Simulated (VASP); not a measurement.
Energy against volume of BAs (zinc blende). Computed with RPBE GGA, VASP's PBE PAW potentials (set 64) (plane waves; VASP). Settings: 520 eV cut-off, 9×9×9 Γ-centred mesh, Gaussian smearing of 0.050 eV, potentials B As.

| V (Å³/atom) | E (eV/atom) |
|---|---|
| 13.809 | -5.36905 |
| 14.236 | -5.37441 |
| 14.663 | -5.36973 |
| 15.090 | -5.35646 |

Problem. Fit these four points and predict the energy of the run at 13.382 Å³/atom.

Solution. A cubic in V^(−2/3), the third-order Birch-Murnaghan form, passes through the four points with V0 = 14.24 Å³/atom and B0 = 125 GPa, and gives -5.3519 eV/atom there. The run gave -5.3520 eV/atom, -0.0 meV/atom from the fit; all five points give B0 = 125 GPa.

The compound is BAs in the zinc blende structure. It was relaxed first.
